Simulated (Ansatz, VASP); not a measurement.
# TaMo4 in VASP and in Ansatz

The input INCAR:

```
SYSTEM = TaMo4
PREC = Accurate ; ENCUT = 520
EDIFF = 1E-6 ; ISMEAR = 0
SIGMA = 0.1 ; LREAL = .False.
LASPH = .True. ; NELM = 60
ALGO = Normal ; ISIF = 2
LWAVE = .False. ; LCHARG = .True.
GGA = PE ; LELF = .True.
LVHAR = .True. ; NBANDS = 42
```

KPOINTS

```
regular mesh
0
Gamma
  4 4 4
  0 0 0
```

File POSCAR:

```
TaMo4
1.0
    4.5922224700      0.0000000000      0.0000000000
    0.0000000000      4.5922224700      0.0000000000
    0.0000000000      0.0000000000      4.5922224700
Ta Mo
1 4
Direct
    0.0000000000      0.0000000000      0.0000000000
    0.2500000000      0.2500000000      0.2500000000
    0.7500000000      0.7500000000      0.2500000000
    0.2500000000      0.7500000000      0.7500000000
    0.7500000000      0.2500000000      0.7500000000
```

Input for Ansatz:

```yaml
crystal:
  lattice:
    - [4.59222247, 0.0, 0.0]
    - [0.0, 4.59222247, 0.0]
    - [0.0, 0.0, 4.59222247]
  atoms:
    - { symbol: Ta, position: [0.0, 0.0, 0.0] }
    - { symbol: Mo, position: [0.25, 0.25, 0.25] }
    - { symbol: Mo, position: [0.75, 0.75, 0.25] }
    - { symbol: Mo, position: [0.25, 0.75, 0.75] }
    - { symbol: Mo, position: [0.75, 0.25, 0.75] }
basis:
  ecutwfc: 420
kpoints:
  mp_grid: { grid: [4, 4, 4] }
hamiltonian:
  xc: pbe
scf:
  occupations: { method: gaussian, width: 0.1 }
  lower_state_search: "off"
output:
  forces: true
  stress: true
  eigenvalues: true
```

Change from the starting cell: species swapped into the SnI4 type (P-43m, No. 215).

Alike in both runs: task single point; functional PBE; k mesh 4 × 4 × 4; occupations gaussian, width 0.1 eV; no spin polarisation.

|  | VASP | Ansatz |
| --- | --- | --- |
| version | VASP 6.6.1 | Ansatz 0.2.0 |
| potentials or method | VASP PAW PBE potentials, release 64 (Ta_pv, Mo_sv) | scalar-relativistic, plane waves, PAW |
| plane-wave cutoff (eV) | 520 | 420 |
| valence electrons in the cell | 67 | 69 |

|  | VASP | Ansatz | Ansatz less VASP |
| --- | --- | --- | --- |
| gap on the k mesh at the Fermi level (eV) | none | none | - |
| rms of the force components (eV/Å) | 8.134 | 7.752 | -0.3819 |

A gap of «none» marks a metal or a gap that the smearing closes. With one functional, cell and mesh, what is left measures potentials, basis and numerics. The two sets of potentials don't hold the same shells in valence.

 The runs have no spin-orbit coupling, so splittings on Ta are missing.
